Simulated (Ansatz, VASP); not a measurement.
# Ti3C2 in two plane-wave programs, part 2 of 2

Aim: how closely do two programs agree when they are given the same cell, functional and k mesh? The cell is taken from a series of runs on this material, whose earlier steps may have relaxed, scaled, displaced or heated it; both programs get it as it stands.

VASP 6.6.1 and Ansatz 0.2.0.

So far: Set-up; VASP: relaxation of cell and atoms, PBEsol.

## Step 3: Ansatz: relaxation of cell and atoms, PBEsol

Level of this step: Ansatz beside VASP: Kohn-Sham DFT, plane waves, PBEsol (Ansatz).

Ansatz runs on its PAW soft_1 files.

The same cell, functional, mesh and smearing now go to Ansatz, which takes its cutoff from its data sets.

The input, input.yaml:

```yaml
crystal:
  lattice:
    - [3.0423145396, 0.0, 0.0]
    - [-1.5211572698, 2.6347216776, 0.0]
    - [0.0, 0.0, 14.988274481]
  atoms:
    - { symbol: Ti, position: [0.3333333333, 0.6666666667, 0.8439095408] }
    - { symbol: Ti, position: [0.6666666667, 0.3333333333, 0.3439095408] }
    - { symbol: Ti, position: [0.6666666667, 0.3333333333, 0.1560904592] }
    - { symbol: Ti, position: [0.3333333333, 0.6666666667, 0.6560904592] }
    - { symbol: Ti, position: [0.0, 0.0, 0.0] }
    - { symbol: Ti, position: [0.0, 0.0, 0.5] }
    - { symbol: C, position: [0.6666666667, 0.3333333333, 0.9144004734] }
    - { symbol: C, position: [0.3333333333, 0.6666666667, 0.4144004734] }
    - { symbol: C, position: [0.6666666667, 0.3333333333, 0.5855995266] }
    - { symbol: C, position: [0.3333333333, 0.6666666667, 0.0855995266] }
kpoints:
  mp_grid: { grid: [15, 15, 4] }
hamiltonian:
  xc: pbesol
  pseudopotentials: { kind: paw, azcp: { folder: soft_1 }, xc_functional: pbe }
scf:
  occupations: { method: methfessel_paxton, width: 0.2 }
output:
  forces: true
  stress: true
  eigenvalues: true
relax:
  adjacent_minimum: "off"
  f_tol: 0.001
  max_steps: 60
  cell: { stress_tol: 0.01 }
```

Command:

```console
$ ansatz run input.yaml --threads 16 --pin off --max-ram 61440MiB --backend cuda --events-out ev --progress --plain --runs-dir out --max-vram 78GiB
```

Numbers of over 12 decimals in the logs are rounded to 6 here.

What it wrote:

```text
Engine: ansatz 0.2.0, aarch64-unknown-linux-gnu
Pseudopotentials: kind: paw
Pseudopotential: Ti, paw, valence charge 12, recommended cutoff 420 eV (normal), soft_1/Ti.paw.azcp
Pseudopotential: C, paw, valence charge 4, recommended cutoff 420 eV (normal), soft_1/C.paw.azcp
Functional definition: PBEsol
  exchange = pbesol_x
  correlation = pbesol_c
[...]
Crystal: 10 atoms, lattice volume = 120.141 Å³
Basis set: ecut = 420 eV, 2355 PW (Γ), exchange–correlation on 48×48×216 points (8 copies of the dense FFT grid, shifted against one another)
Bands: 54, of which v1, the nominal top of the filled ones, is band 44 counted from 1 (43 counted from 0)
Symmetry: 24 space group operations
Space group: P63/mmc (ITA 194), of the structure as read, at distance tolerance 4.9e-5 Å
k-points: 81 of 900
Non-local potential: Ti, projectors of the file, l = 0: 3, l = 1: 2, l = 2: 3, l = 3: 1
Non-local potential: C, projectors of the file, l = 0: 2, l = 1: 2, l = 2: 1
PAW form: soft (Blöchl's): semilocal exchange-correlation on the pseudo side does not see the compensation charge
PAW frozen core: Ti, regenerated for the run's functional, and the local potential with it (the file was generated under x = pbe(κ = 0.804, μ = 0.219515), c = pbe(β = 0.066725))
PAW frozen core: C, regenerated for the run's functional, and the local potential with it (the file was generated under x = pbe(κ = 0.804, μ = 0.219515), c = pbe(β = 0.066725))
PAW one-centre angular grid: Ti, 590 points (default); XC on 64 Gauss nodes
PAW one-centre angular grid: C, 110 points (default); XC on 64 Gauss nodes
Initial density: superposition of atomic densities (chi_scale 0.1, normalization cell, long waves kept (reshape's long-wave potential 0.37 eV rms))
Initial wavefunctions: pseudopotential atomic-orbital guess
[...]
Functional: x = pbesol(κ = 0.804, μ = 0.123457), c = pbesol(β = 0.046)
SCF iter   1: F=—  HF=-15843.405973 eV  |F-HF|=—  |Δ(HF+E_count)|=         —  Δρ=1.18e-1  dr2=2.48e1  ethr=3.10e-3  ⟨swp⟩=5.2  Hψ=14135  notcnv=0
preconditioner: auto → Kerker (q_TF=auto, 2.590 Å⁻¹)  [metal: Δε(μ)=0.033 eV  Ē_g=6.939 eV  σ=0.200 eV  W_gap=0.14  n_scr=42 (ndim 8)  ℏωp=21.4 eV  f_vac=0.000  D(μ)=2.47/eV (n_scr^D=8)]
SCF iter   2: F=—  HF=-15838.534978 eV  |F-HF|=—  |Δ(HF+E_count)|=    4.87e0  S|Δr|=    0.00e0  Δρ=3.78e-2  dr2=3.23e0  ethr=3.10e-3  ⟨swp⟩=3.4  Hψ=9296  notcnv=0  defer=81
[...]
SCF iter  10: F=-15837.850922 eV  HF=-15837.850922 eV  |F-HF|=1.48e-9  |Δ(HF+E_count)|=   1.83e-8  S|Δr|=    0.00e0  Δρ=1.60e-6  dr2=3.27e-9  ethr=1.14e-10  ⟨swp⟩=8.3  Hψ=16366  notcnv=0
SCF 1 converged in 10 iterations: F = -15837.850922 eV  dr2 = 3.27e-9
  greatest PAW one-centre occupation: 0.998 electrons in one spin orbital (limit 2), on the Ti atom at site 3 (counted from 0), in its partial waves of l = 0
relax step   1: F+E_penalty+E_count = -15837.85092223 eV  Δ(F+E_penalty+E_count) = +0.000e0 eV  max|allowed force component| = 1.297e-2 eV/Å  Δτ_max = 0.0000 Å  P = -0.069 GPa  Ω = 120.141 Å³  (10 SCF iters, dr2 threshold 1.00e-7 eV, accepted)
[...]
relax step   2: F+E_penalty+E_count = -15837.85091181 eV  Δ(F+E_penalty+E_count) = +1.042e-5 eV  max|allowed force component| = 4.346e-3 eV/Å  Δτ_max = 0.0014 Å  P = -0.017 GPa  Ω = 120.165 Å³  energy of the carried Pulay correction = -2.178e-5 eV  (6 SCF iters, dr2 threshold 1.36e-8 eV, accepted)
[...]
relax step   3: F+E_penalty+E_count = -15837.85094850 eV  Δ(F+E_penalty+E_count) = -3.669e-5 eV  max|allowed force component| = 8.114e-4 eV/Å  Δτ_max = 0.0006 Å  P = -0.005 GPa  Ω = 120.135 Å³  energy of the carried Pulay correction = +4.983e-6 eV  (6 SCF iters, dr2 threshold 1.25e-9 eV, accepted)
[...]
relax step   4: F+E_penalty+E_count = -15837.85094448 eV  Δ(F+E_penalty+E_count) = +4.026e-6 eV  max|allowed force component| = 8.183e-4 eV/Å  Δτ_max = 0.0000 Å  P = -0.005 GPa  Ω = 120.135 Å³  stress off target by 9.29e-3 GPa  SCF on the basis re-selected at this cell (its energy is not comparable with the rows above)  (6 SCF iters)
[...]
SCF converged after 6 iterations
[...]
E_nonlocal   = 463.865463
  E_hartree    = 2421.654452
  E_xc         = -885.347946
  E_vxc        = -1110.576640  (∫ρ·V_xc dr)
  E_paw        = -6484.768423  (= ΣΔE_a)
  E_vpaw       = -1067.340244  (= ΣTr[D̂ρ^β])
  E_aug_tail   = -0.000419  (compensation charges beyond the density's cutoff)
  E_ewald      = -7396.193366
  E_core_change = 0.920709  (= ΣΔE_core)
  E_smearing   = 0.015285  (= −TS)
  E_closure    = -0.000000  (closes the sum)
  Σ components = -15837.850944   (vs F -15837.850944, Δ=0.00e0)
--- Forces (eV/Å), atoms counted from 1 ---
  atom   1  Ti    -0.00000000    -0.00000000     0.00059048
  atom   2  Ti    -0.00000000     0.00000000     0.00059048
  atom   3  Ti    -0.00000000     0.00000000    -0.00059048
  atom   4  Ti    -0.00000000    -0.00000000    -0.00059048
  atom   5  Ti    -0.00000000    -0.00000000     0.00000000
  atom   6  Ti    -0.00000000    -0.00000000     0.00000000
  atom   7  C      0.00000000     0.00000000    -0.00081829
  atom   8  C      0.00000000    -0.00000000    -0.00081829
  atom   9  C      0.00000000     0.00000000     0.00081829
  atom  10  C     -0.00000000    -0.00000000     0.00081829
  max |Σ_I F_I| component: 1.02e-16 eV/Å
--- Stress (GPa, compression-positive) ---
       -0.002862       0.000000      -0.000000
        0.000000      -0.002862       0.000000
       -0.000000       0.000000      -0.009292
  P = ⅓ Tr σ = -0.0050 GPa (-0.050 kbar)
--- Band table (eV; the first three rows and the last of 81) ---
  k-point 0: bands = [... 40 lower, 11.9522, 12.0329, 13.9703, 14.1131, 14.1131, 14.2566, 14.2566, 14.2623, ... 6 higher]
  k-point 1: bands = [... 40 lower, 11.9383, 11.9992, 14.0114, 14.1304, 14.1304, 14.2180, 14.2306, 14.2306, ... 6 higher]
  k-point 2: bands = [... 40 lower, 11.9046, 11.9046, 14.1131, 14.1131, 14.1764, 14.1764, 14.1764, 14.1764, ... 6 higher]
  k-point 80: bands = [... 40 lower, 12.7934, 12.7934, 13.2669, 13.2669, 14.3245, 14.3245, 14.4909, 14.4909, ... 6 higher]
--- Relaxed structure (3 steps of the walk, 3 accepted, 1 SCFs on fresh bases) ---
  F+E_penalty+E_count = -15837.85094448 eV   max|allowed force component| = 8.183e-4 eV/Å   (the final SCF, on the basis selected at the relaxed cell)
  cell:  # Å, volume = 120.1352 Å³
    - [3.042195, 0.0, 0.0]
    - [-1.521097, 2.634618, 0.0]
    - [0.0, 0.0, 14.988765]
  atoms:
    - { symbol: Ti, position: [0.333333, 0.666667, 0.843963] }
    - { symbol: Ti, position: [0.666667, 0.333333, 0.343963] }
    - { symbol: Ti, position: [0.666667, 0.333333, 0.156037] }
    - { symbol: Ti, position: [0.333333, 0.666667, 0.656037] }
    - { symbol: Ti, position: [0, 0, 0] }
    - { symbol: Ti, position: [0, 0, 0.500000] }
    - { symbol: C, position: [0.666667, 0.333333, 0.914425] }
    - { symbol: C, position: [0.333333, 0.666667, 0.414425] }
    - { symbol: C, position: [0.666667, 0.333333, 0.585575] }
    - { symbol: C, position: [0.333333, 0.666667, 0.085575] }
```

## Step 4: Comparison

Known differences besides the potentials themselves: the cutoff is 420 eV in Ansatz and 600 eV in VASP; Ansatz makes its cores anew for this functional, VASP keeps those of its PBE data sets; Ansatz adds a Pulay correction to the stress that steers its cell, VASP none. Total energies have different zeros and are not compared.

The two programs side by side:

| quantity | Ansatz | VASP | difference |
| --- | --- | --- | --- |
| volume (Å³) | 120.14 | 120.19 | -0.04 % |
| edge a after relaxation, in the typed setting (Å) | 3.042 | 3.043 | -0.02 % |
| edge c after relaxation, in the typed setting (Å) | 14.989 | 14.990 | -0.01 % |

## Step 5: Summary of results

| Property | Result |
| --- | --- |
| difference in volume (relaxation of cell and atoms, PBEsol) | -0.045 % |

**Reading.** The difference in volume is -0.045 % (relaxation of cell and atoms, PBEsol), within the 1.2 % picked in this series as the mark of a large difference, as far as the stopping tolerances let one tell. 2 further runs of this series are not shown here. Such differences can come from data sets, numerical settings and the points named under the comparisons, not from the functional's error against experiment.

[Lines on the potential files, build, host, timing and source positions are cut from VASP's logs without a mark.]

[Logs are printed without paths, hosts, clocks, repeated set-up lines and the standing remarks that a program may print on its own settings, such as how far it seeks lower states.]

[Hosts, paths, dates, database ids (printed as entryN), source tags and the programs' standing remarks are cut or masked in the printed files.]
